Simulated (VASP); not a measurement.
Data:

```xyz
2
Lattice="3.0323 0.0000 0.0000 0.0000 3.0323 0.0000 0.0000 0.0000 3.0323" Properties=species:S:1:pos:R:3 pbc="T T T"
Rh     0.0000     0.0000     0.0000
Ge     1.5161     1.5161     1.5161
```

Calculation: PBEsol GGA, VASP's PBE PAW potentials (set 64) (plane waves; VASP). Numerical set-up: 400 eV cut-off, Gaussian smearing of 0.050 eV, potentials Rh_pv Ge_d.

Q: Give the energies of bands 9 to 17 at the high-symmetry points, in eV from the Fermi level.

A: 
```csv
band,Γ,X,M,R
9,-13.32,-10.17,-9.54,-6.52
10,-4.55,-7.88,-4.23,-6.52
11,-4.55,-4.05,-4.23,-6.52
12,-1.61,-3.49,-4.12,-5.03
13,-1.61,-3.49,-2.60,-0.45
14,-1.61,-1.50,-2.60,-0.45
15,2.33,-0.06,-0.52,3.24
16,2.33,7.70,1.00,3.24
17,2.33,7.70,3.51,3.24
```

It has no gap at this level: it comes out as a metal or semimetal.

The structure was generated: GeRh was put into the CsCl type (Pm-3m), which need not be its known phase. It was relaxed first. The electron count is odd and the run is not spin-polarised, which forces a metal.
